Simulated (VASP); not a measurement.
Ba3Y:

```
Ba Y
1.0
    -2.95599    2.95599    5.93380
     2.95599   -2.95599    5.93380
     2.95599    2.95599   -5.93380
Ba Y
3 1
Direct
  0.50000 0.50000 0.00000
  0.25000 0.75000 0.50000
  0.75000 0.25000 0.50000
  0.00000 0.00000 0.00000
```

The cell comes from a database or a generator and needn't be the stable form of this composition.

```yaml
Program: VASP 6.6.1
Task: single point
Functional: PBE
Potentials_or_basis: VASP PAW PBE potentials, release 64 (Ba_sv, Y_sv)
Cutoff: 520 eV
k_mesh: 7 × 7 × 7
Occupations: fermi-dirac, width 0.05 eV
Spin: no spin polarisation
```

On this cell: pressure 0.0 GPa; largest force under 0.003 eV/Å; band gap on the k mesh none (metal or under the smearing width).

The same run follows on a disturbed copy (atoms moved at random, drawn with an rms of 0.05 Å):

```
Ba Y
1.0
    -2.95599    2.95599    5.93380
     2.95599   -2.95599    5.93380
     2.95599    2.95599   -5.93380
Ba Y
3 1
Direct
  0.49756 0.50037 0.99748
  0.25315 0.75023 0.50213
  0.74737 0.24553 0.49585
  0.00881 0.99777 0.00656
```

What does the disturbed cell give?

The energy (extrapolated to zero smearing) moves by +0.9 meV/atom; pressure 0.0 GPa; largest force 0.093 eV/Å; band gap on the k mesh none (metal or under the smearing width).

Forces on the atoms (eV/Å):
```
Ba  -0.019  0.062 -0.016
Ba  -0.018 -0.016 -0.007
Ba   0.025  0.046  0.033
Y    0.012 -0.092 -0.010
```

Stress tensor (GPa, compression positive):
```
 0.05  0.00  0.01
 0.00  0.02 -0.02
 0.01 -0.02 -0.05
```
